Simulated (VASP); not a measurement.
Method: PBE GGA with D4 dispersion, VASP's PBE PAW potentials (set 64) (plane waves; VASP).

A VASP calculation is set up with these files.

**INCAR**
```
ALGO  =  Normal
EDIFF  =  1E-6
EDIFFG  =  -0.01
ENCUT  =  520
GGA  =  PE
IBRION  =  2
ISIF  =  3
ISMEAR  =  1
IVDW  =  13
LASPH  =  .TRUE.
LCHARG  =  .FALSE.
LMAXMIX  =  6
LREAL  =  .FALSE.
LWAVE  =  .FALSE.
NELM  =  100
NSW  =  60
PREC  =  Accurate
SIGMA  =  0.1
SYSTEM  =  Os
```

KPOINTS:
```
kpoints
0
G
  14 14 8
0 0 0
```

POSCAR:
```
Os
1
    1.3650000000    -2.3642490000     0.0000000000
    1.3650000000     2.3642490000     0.0000000000
    0.0000000000     0.0000000000     4.3200000000
Os
2
Direct
  0.3333330000   0.6666670000   0.2500000000
  0.6666670000   0.3333330000   0.7500000000
```

POTCAR, in this order: Os (PBE.64 set). Program: vasp_std.

The run wrote:

### OSZICAR
```
       N       E                     dE             d eps       ncg     rms          rms(c)
DAV:   1     0.106394314781E+03    0.10639E+03   -0.76552E+03  2880   0.128E+03
DAV:   2    -0.164888925964E+02   -0.12288E+03   -0.11108E+03  3016   0.401E+02
DAV:   3    -0.236883349954E+02   -0.71994E+01   -0.66119E+01  3528   0.791E+01
DAV:   4    -0.238740614264E+02   -0.18573E+00   -0.18397E+00  3004   0.135E+01
DAV:   5    -0.238761148229E+02   -0.20534E-02   -0.20520E-02  3424   0.116E+00    0.235E+01
DAV:   6    -0.228060657050E+02    0.10700E+01   -0.11310E+00  3116   0.987E+00    0.109E+01
DAV:   7    -0.224795026218E+02    0.32656E+00   -0.83156E-01  3284   0.831E+00    0.472E-01
DAV:   8    -0.224736976503E+02    0.58050E-02   -0.76298E-03  2936   0.729E-01    0.286E-01
DAV:   9    -0.224715937546E+02    0.21039E-02   -0.14931E-03  3144   0.468E-01    0.571E-02
DAV:  10    -0.224716335495E+02   -0.39795E-04   -0.65471E-05  3164   0.820E-02    0.103E-02
DAV:  11    -0.224716006755E+02    0.32874E-04   -0.75465E-06  2976   0.329E-02    0.929E-04
DAV:  12    -0.224716000709E+02    0.60457E-06   -0.13069E-07  1516   0.398E-03
   1 F= -.23877507E+02 E0= -.23877081E+02  d E =-.238775E+02
       N       E                     dE             d eps       ncg     rms          rms(c)
DAV:   1    -0.225492646328E+02   -0.77664E-01   -0.17747E+00  2900   0.113E+01    0.299E+00
DAV:   2    -0.224992610983E+02    0.50004E-01   -0.55108E-02  3052   0.245E+00    0.134E+00
DAV:   3    -0.224889805801E+02    0.10281E-01   -0.41169E-02  3704   0.200E+00    0.197E-01
DAV:   4    -0.224891278286E+02   -0.14725E-03   -0.12410E-03  2912   0.308E-01    0.671E-02
DAV:   5    -0.224892231069E+02   -0.95278E-04   -0.13647E-04  3212   0.106E-01    0.957E-03
DAV:   6    -0.224892280970E+02   -0.49900E-05   -0.70146E-06  2920   0.253E-02    0.673E-03
DAV:   7    -0.224892288107E+02   -0.71373E-06   -0.36867E-07  1476   0.973E-03
   2 F= -.23854258E+02 E0= -.23853779E+02  d E =0.232491E-01
       N       E                     dE             d eps       ncg     rms          rms(c)
DAV:   1    -0.225202324886E+02   -0.31004E-01   -0.11503E+00  2896   0.926E+00    0.246E+00
DAV:   2    -0.224877348056E+02    0.32498E-01   -0.36130E-02  3072   0.204E+00    0.107E+00
DAV:   3    -0.224811588722E+02    0.65759E-02   -0.25164E-02  3644   0.159E+00    0.173E-01
DAV:   4    -0.224812924262E+02   -0.13355E-03   -0.72493E-04  2904   0.236E-01    0.446E-02
DAV:   5    -0.224813769012E+02   -0.84475E-04   -0.93498E-05  3224   0.916E-02    0.824E-03
DAV:   6    -0.224813804211E+02   -0.35199E-05   -0.53735E-06  2900   0.219E-02    0.527E-03
DAV:   7    -0.224813802772E+02    0.14390E-06   -0.31076E-07  1468   0.868E-03
   3 F= -.23879076E+02 E0= -.23878642E+02  d E =-.156985E-02
       N       E                     dE             d eps       ncg     rms          rms(c)
DAV:   1    -0.224812166932E+02    0.16373E-03   -0.26476E-05  2908   0.445E-02    0.118E-02
DAV:   2    -0.224812162204E+02    0.47280E-06   -0.70488E-07  1512   0.947E-03
   4 F= -.23879077E+02 E0= -.23878642E+02  d E =-.157014E-02
       N       E                     dE             d eps       ncg     rms          rms(c)
DAV:   1    -0.224808421038E+02    0.37459E-03   -0.60028E-02  2924   0.216E+00    0.153E-01
DAV:   2    -0.224802878123E+02    0.55429E-03   -0.65256E-04  3504   0.343E-01    0.729E-02
DAV:   3    -0.224801173820E+02    0.17043E-03   -0.30368E-04  3140   0.153E-01    0.135E-02
DAV:   4    -0.224801182957E+02   -0.91371E-06   -0.19549E-05  2984   0.548E-02    0.595E-03
DAV:   5    -0.224801179817E+02    0.31399E-06   -0.53008E-07  1544   0.712E-03
   5 F= -.23878982E+02 E0= -.23878538E+02  d E =0.952238E-04
       N       E                     dE             d eps       ncg     rms          rms(c)
DAV:   1    -0.224811559938E+02   -0.10377E-02   -0.19810E-02  2924   0.124E+00    0.881E-02
DAV:   2    -0.224809679841E+02    0.18801E-03   -0.21602E-04  3512   0.198E-01    0.420E-02
DAV:   3    -0.224809095996E+02    0.58385E-04   -0.10077E-04  3148   0.884E-02    0.786E-03
DAV:   4    -0.224809099155E+02   -0.31589E-06   -0.64930E-06  2908   0.316E-02
   6 F= -.23879191E+02 E0= -.23878756E+02  d E =-.114684E-03
```

**OUTCAR**
```
------------------------ aborting loop because EDIFF is reached ----------------------------------------
  Edisp (eV):   -1.39828
  FORCE on cell =-STRESS in cart. coord.  units (eV):
  Direction    XX          YY          ZZ          XY          YZ          ZX
  --------------------------------------------------------------------------------------
  Total       0.00456     0.00456     0.00113     0.00000     0.00000     0.00000
  in kB       0.26076     0.26076     0.06451     0.00000     0.00000     0.00000
  external pressure =        0.20 kB  Pullay stress =        0.00 kB
  volume of cell :       28.05
      direct lattice vectors                 reciprocal lattice vectors
     1.369196893 -2.371518228  0.000000000     0.365177574 -0.210835402  0.000000000
     1.369196893  2.371518228  0.000000000     0.365177574  0.210835402  0.000000000
    -0.000000000  0.000000000  4.319003052     0.000000000  0.000000000  0.231534914
 POSITION                                       TOTAL-FORCE (eV/Angst)
 -----------------------------------------------------------------------------------
      1.36920      0.79051      1.07975        -0.000000      0.000000      0.000000
      1.36920     -0.79051      3.23925         0.000000     -0.000000      0.000000
 -----------------------------------------------------------------------------------
    total drift:                                0.000000      0.000022     -0.000020
  FREE ENERGIE OF THE ION-ELECTRON SYSTEM (eV)
  ---------------------------------------------------
  free  energy   TOTEN  =       -23.8791914567 eV

  energy  without entropy=      -23.8778843480  energy(sigma->0) =      -23.87875575

 reached required accuracy - stopping structural energy minimisation
```
(Selected blocks of OUTCAR.)

CONTCAR:
```
Os
   1.00000000000000
     1.3691968927473774   -2.3715182282206495    0.0000000000000000
     1.3691968927473774    2.3715182282206495    0.0000000000000000
    -0.0000000000000000    0.0000000000000000    4.3190030518044171
  Os
     2
Direct
     0.3333330000000032    0.6666669999999968    0.2500000000000000
     0.6666669999999968    0.3333330000000032    0.7500000000000000
```

The compound is Os in the hcp structure. This run relaxes it. Symmetry was kept, so distortions that lower it aren't found.
